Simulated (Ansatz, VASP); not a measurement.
## TiB2 in two plane-wave programs

Wanted: the spread between two codes on one cell, functional and k mesh. The structure shown comes from an earlier Ansatz run, which isn't shown and may have moved the atoms alone.

Program: Ansatz 0.2.0. Level of theory: plane waves, with VASP 6.6.1 beside it; elastic constants at BLYP. Results are calculated unless marked as measured.

## 1. Starting point

It takes space group P6/mmm (No. 191, hexagonal). Conventional cell: a = 3.043 Å, b = 3.043 Å, c = 3.291 Å, α = 90.00°, β = 90.00°, γ = 120.00°. Ti has 12 B at 2.41 Å nearest. Nearest to B lie 3 B at 1.76 Å and 6 Ti at 2.41 Å. Farther neighbours are not listed.

## 2. Ansatz: elastic constants, BLYP

Ansatz runs on its default PAW (the set named soft_2) files.

Elastic constants are differences of stresses under small strains, so they test the stress and the mesh.

Contents of input.yaml:

```yaml
crystal:
  lattice:
    - [3.0428267599, 0.0, 0.0]
    - [-1.5214133799, 2.6351652734, 0.0]
    - [0.0, 0.0, 3.2906882606]
  atoms:
    - { symbol: Ti, position: [0.0, 0.0, 0.0] }
    - { symbol: B, position: [0.3333333333, 0.6666666667, 0.5] }
    - { symbol: B, position: [0.6666666667, 0.3333333333, 0.5] }
kpoints:
  mp_grid: { grid: [18, 18, 16] }
hamiltonian:
  xc: blyp
scf:
  occupations: { method: methfessel_paxton, width: 0.25 }
output:
  forces: true
  stress: true
  eigenvalues: true
elastic:
  mode: relaxed_ion
  stencil: two_point
  amplitude: 0.01
```

Command:

```sh
ansatz run input.yaml --threads 4 --pin off --max-ram 16384MiB --backend cpu --events-out ev --progress --plain --runs-dir out
```

Numbers of over 12 decimals in the logs are rounded to 6 here.

The program printed:

```text
Engine: ansatz 0.2.0, aarch64-unknown-linux-gnu
Pseudopotentials: kind: paw
Pseudopotential: Ti, paw, valence charge 12, recommended cutoff 420 eV (normal), Ti.paw.azcp
Pseudopotential: B, paw, valence charge 3, recommended cutoff 420 eV (normal), B.paw.azcp
Functional definition: BLYP
  parameter beta = 0.0042
  parameter a = 0.04918
  parameter b = 0.132
  parameter c = 0.2533
  parameter d = 0.349
  exchange = b88_x(beta = beta)
  correlation = lyp_c(a = a, b = b, c = c, d = d)
Crystal: 3 atoms, lattice volume = 26.386 Å³
Basis set: ecut = 420 eV, 527 PW (Γ), exchange–correlation on 48×48×48 points (8 copies of the dense FFT grid, shifted against one another)
Bands: 13, of which v1, the nominal top of the filled ones, is band 9 counted from 1 (8 counted from 0)
Symmetry: 24 space group operations
Space group: P6/mmm (ITA 191), of the structure as read, at distance tolerance 3.0e-5 Å
k-points: 333 of 5184
Non-local potential: Ti, projectors of the file, l = 0: 3, l = 1: 2, l = 2: 3, l = 3: 1
Non-local potential: B, projectors of the file, l = 0: 2, l = 1: 2, l = 2: 1
PAW form: soft (Blöchl's): semilocal exchange-correlation on the pseudo side does not see the compensation charge
PAW frozen core: Ti, regenerated for the run's functional, and the local potential with it (the file was generated under x = pbe(κ = 0.804, μ = 0.219515), c = pbe(β = 0.066725))
PAW frozen core: B, regenerated for the run's functional, and the local potential with it (the file was generated under x = pbe(κ = 0.804, μ = 0.219515), c = pbe(β = 0.066725))
PAW one-centre angular grid: Ti, 590 points (default); XC on 64 Gauss nodes
PAW one-centre angular grid: B, 110 points (default); XC on 64 Gauss nodes
Initial density: superposition of atomic densities (neutral atoms: chi_scale 0, normalization atom), corrected by the library's trained network
Initial wavefunctions: pseudopotential atomic-orbital guess
Functional: x = b88, c = lyp
SCF iter   1: F=—  HF=-2821.346458 eV  |F-HF|=—  |Δ(HF+E_count)|=         —  Δρ=1.12e-2  dr2=3.61e-2  ethr=1.77e-3  ⟨swp⟩=4.3  Hψ=19678  notcnv=0
preconditioner: auto → none  [metal: Δε(μ)=0.006 eV  Ē_g=7.732 eV  σ=0.250 eV  W_gap=0.02  n_scr=8 (ndim 8)  ℏωp=22.9 eV  f_vac=0.000  D(μ)=0.38/eV (n_scr^D=0)  sad-step TF]
SCF iter   2: F=—  HF=-2821.338208 eV  |F-HF|=—  |Δ(HF+E_count)|=   8.25e-3  S|Δr|=    0.00e0  Δρ=6.91e-3  dr2=1.65e-2  ethr=2.01e-4  ⟨swp⟩=1.0  Hψ=6993  notcnv=0
SCF iter   3: F=—  HF=-2821.333543 eV  |F-HF|=—  |Δ(HF+E_count)|=   4.66e-3  S|Δr|=    0.00e0  Δρ=5.59e-4  dr2=5.45e-5  ethr=9.18e-5  ⟨swp⟩=2.1  Hψ=5826  notcnv=0
SCF iter   4: F=—  HF=-2821.333570 eV  |F-HF|=—  |Δ(HF+E_count)|=   2.65e-5  S|Δr|=    0.00e0  Δρ=1.58e-4  dr2=4.25e-6  ethr=3.03e-7  ⟨swp⟩=2.0  Hψ=7335  notcnv=0
SCF iter   5: F=—  HF=-2821.333574 eV  |F-HF|=—  |Δ(HF+E_count)|=   4.29e-6  S|Δr|=    0.00e0  Δρ=1.20e-5  dr2=1.78e-8  ethr=2.36e-8  ⟨swp⟩=2.7  Hψ=7007  notcnv=0
SCF iter   6: F=—  HF=-2821.333574 eV  |F-HF|=—  |Δ(HF+E_count)|=   2.20e-7  S|Δr|=    0.00e0  Δρ=1.40e-6  dr2=2.83e-10  ethr=9.87e-11  ⟨swp⟩=2.1  Hψ=6518  notcnv=0
SCF iter   7: F=—  HF=-2821.333574 eV  |F-HF|=—  |Δ(HF+E_count)|=  2.34e-10  S|Δr|=    0.00e0  Δρ=2.40e-7  dr2=1.37e-11  ethr=1.57e-12  ⟨swp⟩=2.0  Hψ=6591  notcnv=0
SCF iter   8: F=—  HF=-2821.333574 eV  |F-HF|=—  |Δ(HF+E_count)|=  2.27e-12  S|Δr|=    0.00e0  Δρ=3.09e-8  dr2=1.92e-13  ethr=7.62e-14 (applied; sched 1.00e-12)  ⟨swp⟩=2.5  Hψ=6915  notcnv=0
SCF iter   9: F=-2821.333574 eV  HF=-2821.333574 eV  |F-HF|=4.55e-13  |Δ(HF+E_count)|=  4.55e-13  S|Δr|=    0.00e0  Δρ=3.25e-9  dr2=9.81e-16  ethr=1.00e-12  ⟨swp⟩=3.9  Hψ=12633  notcnv=0
SCF 1 converged in 9 iterations: F = -2821.333574 eV  dr2 = 9.81e-16
  greatest PAW one-centre occupation: 0.999 electrons in one spin orbital (limit 2), on the Ti atom at site 0 (counted from 0), in its partial waves of l = 0
Crystal: 3 atoms, lattice volume = 26.122 Å³
Basis set: ecut = 420 eV, 519 PW (Γ), exchange–correlation on 48×48×48 points (8 copies of the dense FFT grid, shifted against one another)
Symmetry: 8 space group operations
k-points: 819 of 5184
Initial density: handed on by an earlier stage of this run
Initial wavefunctions: pseudopotential atomic-orbital guess (no wavefunctions were taken with the density)
iter 1 solved again at ethr=5.01e-4 eV; its pass at ethr=3.10e-3 eV (dr2=9.02e-2 eV) is discarded
SCF iter   1: F=—  HF=-2821.353160 eV  |F-HF|=—  |Δ(HF+E_count)|=         —  Δρ=2.14e-2  dr2=8.99e-2  ethr=5.01e-4  ⟨swp⟩=1.0  Hψ=65439  notcnv=0
preconditioner: auto → none  [metal: Δε(μ)=0.004 eV  Ē_g=7.952 eV  σ=0.250 eV  W_gap=0.01  n_scr=8 (ndim 8)  ℏωp=23.0 eV  f_vac=0.000  D(μ)=0.35/eV (n_scr^D=0)]
SCF iter   2: F=—  HF=-2821.329602 eV  |F-HF|=—  |Δ(HF+E_count)|=   2.36e-2  S|Δr|=    0.00e0  Δρ=5.74e-3  dr2=5.64e-3  ethr=4.99e-4  ⟨swp⟩=2.6  Hψ=18676  notcnv=0
[...]
SCF iter   1: F=—  HF=-2821.337581 eV  |F-HF|=—  |Δ(HF+E_count)|=         —  Δρ=1.02e-2  dr2=1.48e-2  ethr=8.23e-5  ⟨swp⟩=1.0  Hψ=109791  notcnv=0
SCF iter   2: F=—  HF=-2821.332224 eV  |F-HF|=—  |Δ(HF+E_count)|=   5.36e-3  S|Δr|=    0.00e0  Δρ=3.32e-3  dr2=1.58e-3  ethr=8.23e-5  ⟨swp⟩=1.1  Hψ=18638  notcnv=0
[...]
relax step   3: F+E_penalty+E_count = -2821.33173891 eV  Δ(F+E_penalty+E_count) = -1.358e-9 eV  max|allowed force component| = 3.121e-6 eV/Å  Δτ_max = 0.0000 Å  (4 SCF iters, accepted)
iter 1 solved again at ethr=1.00e-12 eV; its pass at ethr=3.10e-3 eV (dr2=4.61e-12 eV) is discarded
SCF iter   1: F=—  HF=-2821.331743 eV  |F-HF|=—  |Δ(HF+E_count)|=         —  Δρ=2.29e-7  dr2=4.90e-12  ethr=1.00e-12  ⟨swp⟩=2.0  Hψ=112716  notcnv=0
SCF iter   2: F=—  HF=-2821.331739 eV  |F-HF|=—  |Δ(HF+E_count)|=   4.36e-6  S|Δr|=    0.00e0  Δρ=1.29e-7  dr2=1.88e-12  ethr=2.72e-14 (applied; sched 1.00e-12)  ⟨swp⟩=3.1  Hψ=37173  notcnv=0
SCF iter   3: F=—  HF=-2821.331739 eV  |F-HF|=—  |Δ(HF+E_count)|=  1.36e-12  S|Δr|=    0.00e0  Δρ=8.49e-8  dr2=7.35e-13  ethr=1.05e-14 (applied; sched 1.00e-12)  ⟨swp⟩=1.3  Hψ=18374  notcnv=0
SCF iter   4: F=—  HF=-2821.331739 eV  |F-HF|=—  |Δ(HF+E_count)|=  4.55e-13  S|Δr|=    0.00e0  Δρ=4.17e-8  dr2=1.65e-13  ethr=4.08e-15 (applied; sched 1.00e-12)  ⟨swp⟩=2.9  Hψ=24419  notcnv=0
SCF iter   5: F=-2821.331739 eV  HF=-2821.331739 eV  |F-HF|=0.00e0  |Δ(HF+E_count)|=  9.09e-13  S|Δr|=    0.00e0  Δρ=1.28e-8  dr2=1.50e-14  ethr=1.00e-12  ⟨swp⟩=3.8  Hψ=50226  notcnv=0
SCF 19 converged in 5 iterations: F = -2821.331739 eV  dr2 = 1.50e-14
SCF converged after 9 iterations
Stability not checked: this state was not tested for a lower state beside it, because cold or Methfessel-Paxton smearing, or corrected tetrahedra, fill the levels in a way that the test cannot read (fill_not_monotonic; see scf.lower_state_search)
Free energy (F): -2821.333574 eV
Harris-Foulkes:  -2821.333574 eV  (|F-HF|=4.55e-13)
Internal energy: -2821.334998 eV  (E = F + TS)
E sigma→0 (E₀):  -2821.333930 eV
Entropy (-TS):   0.001424 eV (0.475 meV/atom)
Fermi energy:    15.184106 eV
--- Per-component energies (eV) ---
  E_band       = -93.806774
  E_kinetic    = 375.510407
  E_local      = -808.675503  (includes V_loc(G=0)·N_el)
  E_nonlocal   = 30.562112
  E_hartree    = 340.733586
  E_xc         = -160.235362
  E_vxc        = -196.505793  (∫ρ·V_xc dr)
  E_paw        = -1216.115545  (= ΣΔE_a)
  E_vpaw       = -176.165263  (= ΣTr[D̂ρ^β])
  E_aug_tail   = 0.000095  (compensation charges beyond the density's cutoff)
  E_ewald      = -1383.133250
  E_core_change = 0.018463  (= ΣΔE_core)
  E_smearing   = 0.001424  (= −TS)
  E_closure    = 0.000000  (closes the sum)
  Σ components = -2821.333574   (vs F -2821.333574, Δ=0.00e0)
--- Forces (eV/Å), atoms counted from 1 ---
  atom   1  Ti     0.00000000    -0.00000000    -0.00000000
  atom   2  B      0.00000000     0.00000000    -0.00000000
  atom   3  B     -0.00000000    -0.00000000     0.00000000
  max |Σ_I F_I| component: 9.25e-17 eV/Å
--- Stress (GPa, compression-positive) ---
       -0.000998       0.000000      -0.000000
       -0.000000      -0.000998      -0.000000
       -0.000000      -0.000000      -0.002069
  P = ⅓ Tr σ = -0.0014 GPa (-0.014 kbar)
--- Band table (eV; the first three rows and the last of 333) ---
  k-point 0: bands = [... 5 lower, 12.6647, 12.6647, 12.7183, 13.1868, 16.8680, 16.8680, 18.4324, 18.4324]
  k-point 1: bands = [... 5 lower, 12.1511, 12.7032, 12.7032, 13.6974, 16.7564, 16.7564, 18.3509, 18.3509]
  k-point 2: bands = [... 5 lower, 11.3653, 12.8180, 12.8180, 14.3221, 16.4755, 16.4755, 18.1158, 18.1158]
  k-point 332: bands = [... 5 lower, 6.7336, 9.5616, 12.1755, 12.1755, 17.3827, 18.9914, 18.9914, 19.3733]
--- Elastic constants: 3 strain directions × 2 members + reference (group order 24) ---
  dense FFT box of the reference and of every strained cell: 24×24×24
  strains applied: 11, 33, 23; error gains: componentwise 1.00 (the most a stress slope's error grows in a printed constant), spectral 1.41 (1 for all six strains in a standard setting)
  C = ∂σ_k/∂η_j (tension-positive GPa; Voigt order 11 22 33 23 13 12):
       606.472     66.949     91.779     -0.000     -0.000      0.000
        66.949    606.472     91.779      0.000      0.000     -0.000
        91.793     91.793    417.127     -0.000     -0.000      0.000
         0.000     -0.000     -0.000    222.604     -0.000     -0.000
         0.000     -0.000      0.000     -0.000    222.604     -0.000
         0.000     -0.000     -0.000      0.000     -0.000    269.762
  reference stress σ⁰ (GPa):      0.001      0.001      0.002      0.000      0.000      0.000
  C* (energy form; C + prestress term) asymmetry max|C*_kj − C*_jk| = 1.505e-2 GPa — a small one proves nothing (zero by symmetry where the batch's group is 432, −43m or m−3m); a large one is finite-difference/SCF noise where every solve meets its electron count
  moduli (Voigt/Reuss/Hill, GPa): K = 236.79/231.52/234.15   G = 234.96/229.58/232.27   E = 523.66   ν = 0.127
  mechanically stable: yes (min eigenvalue of sym C = 222.60 GPa)
  the stresses are not corrected for the forces that the relaxations left standing (`elastic.f_tol`)
  strain η (Voigt 11):  stress-route row diagonal C_11 = 606.47 GPa, energy-path curvature d²(F+E_count+ΔE)/dδ²/Ω₀ = 606.36 GPa
         δ    σ_11 (GPa)             F (eV)   n_scf  n_hpsi   n_pw
    -1.000e-2      -6.2486       -2821.3284771       5  151068    521   relax 3 steps, max|allowed force component| 2.54e-5 eV/Å
     1.000e-2       5.8808       -2821.3286813       6  162826    541   relax 3 steps, max|allowed force component| 8.13e-7 eV/Å
  strain η (Voigt 33):  stress-route row diagonal C_33 = 417.13 GPa, energy-path curvature d²(F+E_count+ΔE)/dδ²/Ω₀ = 417.05 GPa
         δ    σ_33 (GPa)             F (eV)   n_scf  n_hpsi   n_pw
    -1.000e-2      -4.2838       -2821.3300773       8   79764    521   relax 0 steps, max|allowed force component| 2.22e-16 eV/Å
     1.000e-2       4.0588       -2821.3302011       6   70294    533   relax 0 steps, max|allowed force component| 8.02e-17 eV/Å
  strain η (Voigt 23):  stress-route row diagonal C_44 = 222.60 GPa, energy-path curvature d²(F+E_count+ΔE)/dδ²/Ω₀ = 222.61 GPa
         δ    σ_23 (GPa)             F (eV)   n_scf  n_hpsi   n_pw
    -1.000e-2      -2.2260       -2821.3317389       5  261397    527   relax 3 steps, max|allowed force component| 3.12e-6 eV/Å
     1.000e-2       2.2260       -2821.3317389       5  261542    527   relax 3 steps, max|allowed force component| 3.12e-6 eV/Å
```

The column dr2 measures how far the density is from self-consistency, as an energy; F and HF (Harris–Foulkes) agree once it is small.

[end of part 1 of 2]

[Lines on the potential files, build, host, timing and source positions are cut from VASP's logs without a mark.]

[Logs are printed without paths, hosts, clocks, repeated set-up lines and the standing remarks that a program may print on its own settings, such as how far it seeks lower states.]

[Hosts, paths, dates, database ids (printed as entryN), source tags and the programs' standing remarks are cut or masked in the printed files.]
